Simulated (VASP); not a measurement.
Level of theory: optB88-vdW, VASP's PBE PAW potentials (set 64) (plane waves; VASP).

VASP input:

**POSCAR**
```
Bi2Se3 bilayer
1
    4.1885349168    -0.0000000000    -0.0000000000
   -2.0942674583     3.6273774649     0.0000000000
    0.0000000000     0.0000000000    32.9770731800
Bi Se
4 6
Direct
  0.3333330000   0.6666670000   0.2937342375
  0.0000000000   0.0000000000   0.5876901605
  0.0000000000   0.0000000000   0.4123098395
  0.6666670000   0.3333330000   0.7062657625
  0.0000000000   0.0000000000   0.2460041684
  0.6666670000   0.3333330000   0.3531310947
  0.3333330000   0.6666670000   0.4603229855
  0.6666670000   0.3333330000   0.5396770145
  0.3333330000   0.6666670000   0.6468689053
  0.0000000000   0.0000000000   0.7539958316
```

### INCAR
```
AGGAC=0.0
ALGO=Normal
EDIFF=1E-6
ENCUT=400
GGA=BO
ISMEAR=0
LASPH=.TRUE.
LCHARG=.FALSE.
LMAXMIX=4
LORBIT=11
LREAL=.FALSE.
LUSE_VDW=.TRUE.
LVHAR=.TRUE.
LWAVE=.FALSE.
NELM=100
NELMIN=4
PARAM1=0.1833333333
PARAM2=0.22
PREC=Normal
SIGMA=0.05
SYSTEM=Bi2Se3 bilayer
```

### KPOINTS
```
Automatic mesh
0
gamma
12 12 1
0 0 0
```

POTCAR, in this order: Bi_d Se (PBE.64 set). Program: vasp_std. Read from the step before: WAVECAR.

The resulting files:

File OSZICAR:
```
       N       E                     dE             d eps       ncg     rms          rms(c)
DAV:   1    -0.169609678630E+02   -0.16961E+02   -0.22098E-03  2198   0.451E-01    0.122E-03
DAV:   2    -0.169609642444E+02    0.36186E-05   -0.18081E-05  2090   0.254E-02    0.828E-04
DAV:   3    -0.169609635176E+02    0.72673E-06   -0.11616E-05  1911   0.187E-02    0.590E-04
DAV:   4    -0.169609646265E+02   -0.11089E-05   -0.19290E-05  2014   0.240E-02    0.329E-04
DAV:   5    -0.169609644898E+02    0.13671E-06   -0.15441E-05  2082   0.229E-02    0.305E-04
DAV:   6    -0.169609640745E+02    0.41527E-06   -0.14619E-05  2047   0.230E-02    0.296E-04
DAV:   7    -0.169609623218E+02    0.17527E-05   -0.15262E-05  2110   0.223E-02    0.281E-04
DAV:   8    -0.169609661174E+02   -0.37956E-05   -0.85308E-06  2084   0.185E-02    0.275E-04
DAV:   9    -0.169609712871E+02   -0.51696E-05   -0.13791E-04  2148   0.459E-02    0.373E-04
DAV:  10    -0.169609618284E+02    0.94587E-05   -0.16472E-04  2146   0.514E-02    0.293E-04
DAV:  11    -0.169609606691E+02    0.11593E-05   -0.16609E-05  2104   0.214E-02    0.291E-04
DAV:  12    -0.169609779259E+02   -0.17257E-04   -0.56587E-05  2128   0.367E-02    0.330E-04
DAV:  13    -0.169609624235E+02    0.15502E-04   -0.61607E-05  2136   0.391E-02    0.261E-04
DAV:  14    -0.169609759062E+02   -0.13483E-04   -0.88060E-05  2280   0.413E-02    0.312E-04
DAV:  15    -0.169609640373E+02    0.11869E-04   -0.95408E-05  2272   0.465E-02    0.272E-04
DAV:  16    -0.169609630450E+02    0.99231E-06   -0.16706E-05  2103   0.251E-02    0.262E-04
DAV:  17    -0.169609618599E+02    0.11851E-05   -0.13414E-05  2041   0.183E-02    0.260E-04
DAV:  18    -0.169609628376E+02   -0.97773E-06   -0.84995E-06  1949   0.182E-02
   1 F= -.16960963E+02 E0= -.16960963E+02  d E =-.587414E-13
```

### OUTCAR
```
------------------------ aborting loop because EDIFF is reached ----------------------------------------
  FORCE on cell =-STRESS in cart. coord.  units (eV):
  Direction    XX          YY          ZZ          XY          YZ          ZX
  --------------------------------------------------------------------------------------
  Total       -0.4130057     -0.4130057     -0.2340668     -0.0000000      0.0000000      0.0000000
  in kB       -1.3206863     -1.3206862     -0.7484856     -0.0000000      0.0000000      0.0000000
  external PRESSURE =      -1.1299527 kB  Pullay stress =       0.0000000 kB
  volume of cell :      501.03
      direct lattice vectors                 reciprocal lattice vectors
     4.188534917  0.000000000  0.000000000     0.238746965  0.137840631  0.000000000
    -2.094267458  3.627377465  0.000000000     0.000000000  0.275681263  0.000000000
     0.000000000  0.000000000 32.977073180     0.000000000  0.000000000  0.030324098
 POSITION                                       TOTAL-FORCE (eV/Angst)
 -----------------------------------------------------------------------------------
     -0.00000      2.41825      9.68650        -0.000000      0.000000     -0.014739
      0.00000      0.00000     19.38030        -0.000000      0.000000     -0.003328
      0.00000      0.00000     13.59677        -0.000000      0.000000      0.003328
      2.09427      1.20912     23.29058         0.000000     -0.000000      0.014739
      0.00000      0.00000      8.11250        -0.000000      0.000000      0.023194
      2.09427      1.20912     11.64523         0.000000      0.000000     -0.011267
     -0.00000      2.41825     15.18010        -0.000000      0.000000     -0.028167
      2.09427      1.20912     17.79697         0.000000      0.000000      0.028167
     -0.00000      2.41825     21.33184        -0.000000      0.000000      0.011267
      0.00000      0.00000     24.86458        -0.000000      0.000000     -0.023194
 -----------------------------------------------------------------------------------
    total drift:                                0.000000      0.000000      0.000000
  FREE ENERGIE OF THE ION-ELECTRON SYSTEM (eV)
  ---------------------------------------------------
  free  energy   TOTEN  =       -16.9609628376 eV

  energy  without entropy=      -16.9609628376  energy(sigma->0) =      -16.96096284

 total charge

# of ion       s       p       d       tot
------------------------------------------
    1        1.611   1.052   9.956  12.619
    2        1.610   1.059   9.955  12.623
    3        1.610   1.059   9.955  12.623
    4        1.611   1.052   9.956  12.619
    5        1.490   2.268   0.017   3.776
    6        1.478   2.323   0.018   3.819
    7        1.497   2.256   0.020   3.773
    8        1.497   2.256   0.020   3.773
    9        1.478   2.323   0.018   3.819
   10        1.490   2.268   0.017   3.776
--------------------------------------------------
tot         15.373  17.916  39.931  73.219
```
(Selected blocks of OUTCAR.)

OUTCAR:
```
 val. band max:       -0.0143480311   @ k =   0.0000   0.0000   0.0000

 cond. band min:       0.5095085472   @ k =   0.0000   0.0000   0.0000


 Fermi energy:         0.2197873459

 k-point     1 :       0.0000    0.0000    0.0000
  band No.  band energies     occupation
      1     -22.8503      2.00000
      2     -22.8503      2.00000
      3     -22.8503      2.00000
      4     -22.8503      2.00000
      5     -22.8390      2.00000
      6     -22.8390      2.00000
      7     -22.8309      2.00000
      8     -22.8309      2.00000
      9     -22.8309      2.00000
     10     -22.8308      2.00000
     11     -22.8299      2.00000
     12     -22.8299      2.00000
     13     -22.8299      2.00000
     14     -22.8299      2.00000
     15     -22.8200      2.00000
     16     -22.8199      2.00000
     17     -22.8108      2.00000
     18     -22.8108      2.00000
     19     -22.8108      2.00000
     20     -22.8108      2.00000
     21     -13.8854      2.00000
     22     -13.8052      2.00000
     23     -13.4409      2.00000
     24     -13.2922      2.00000
     25     -12.3367      2.00000
     26     -12.2046      2.00000
     27      -9.6339      2.00000
     28      -9.4390      2.00000
     29      -8.5571      2.00000
     30      -8.4068      2.00000
     31      -2.1758      2.00000
     32      -1.8599      2.00000
     33      -1.5691      2.00000
     34      -1.5691      2.00000
     35      -1.5204      2.00000
     36      -1.5004      2.00000
     37      -1.5004      2.00000
     38      -1.3665      2.00000
     39      -1.3665      2.00000
     40      -1.2636      2.00000
     41      -1.2636      2.00000
     42      -0.9404      2.00000
     43      -0.9404      2.00000
     44      -0.8808      2.00000
     45      -0.8622      2.00000
     46      -0.8622      2.00000
     47      -0.8316      2.00000
     48      -0.0143      2.00000
     49       0.5095      0.00000
     50       0.7724      0.00000
     51       1.7036      0.00000
...
```

Unless said otherwise, spin-orbit coupling is left out, though it shifts the bands of the heavy elements here.

The cell is a sheet with vacuum, built from Bi2Se3 (tetradymite).
